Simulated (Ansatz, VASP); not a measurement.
# Two plane-wave programs on CaSiAu

```
CELL_PARAMETERS angstrom
4.49420 0.00000 0.00000
-2.24710 3.89209 0.00000
0.00000 0.00000 4.09428
ATOMIC_POSITIONS crystal
Ca 0.33333 0.66667 0.00000
Si 0.00000 0.00000 0.50000
Au 0.66667 0.33333 0.50000
```

The cell comes from a database or a generator and needn't be the stable form of this composition.

Alike in both runs: task single point; functional LDA; k mesh 9 × 9 × 8; occupations gaussian, width 0.05 eV; no spin polarisation.

```csv
,VASP,Ansatz
version,VASP 6.6.1,Ansatz 0.2.0
potentials or method,"VASP PAW LDA potentials, release 64 (Ca_sv, Si, Au)","scalar-relativistic, plane waves, PAW"
plane-wave cutoff (eV),520,420
valence electrons in the cell,25,33
```

```csv
,VASP,Ansatz,Ansatz less VASP
gap on the k mesh at the Fermi level (eV),none,none,-
pressure (GPa),-10.2,-10.4,-0.16
largest component of the traceless stress (GPa),3.27,3.35,+0.080
```

A gap of «none» marks a metal or a gap that the smearing closes. The two sets of potentials don't hold the same shells in valence.

Spin-orbit coupling is left out, which matters for the levels of Au.
